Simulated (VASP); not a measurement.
```
CELL_PARAMETERS angstrom
      2.77818     0.00000     0.00000
      0.00000     2.77818     0.00000
      0.00000     0.00000     2.77818
ATOMIC_POSITIONS crystal
  Ga 0.50000 0.50000 0.50000
  Co 0.00000 0.00000 0.00000
```

These are r2SCAN+rVV10, VASP's PBE PAW potentials (set 64) (plane waves; VASP) values and carry that method's errors. Numerical set-up: 520 eV cut-off, 13×13×13 Γ-centred mesh, first-order Methfessel-Paxton smearing of 0.10 eV, potentials Ga_d Co.

### Question
Estimate the energy per atom (σ→0), pressure, band gap (on the k-mesh) with the smallest direct gap where there is one.

### Answer

- band gap (on the k-mesh): none (metal, semimetal or under 0.01 eV)
- energy per atom (σ→0): -12.218 eV/atom
- pressure: 14.78 GPa

The absolute energy has meaning only against runs of the same code, potentials and settings.

The compound is CoGa in the CsCl type structure. This cell is one point of a volume scan, at 0.94 of the reference volume. The run is not spin-polarised, so no magnetic state was tried.
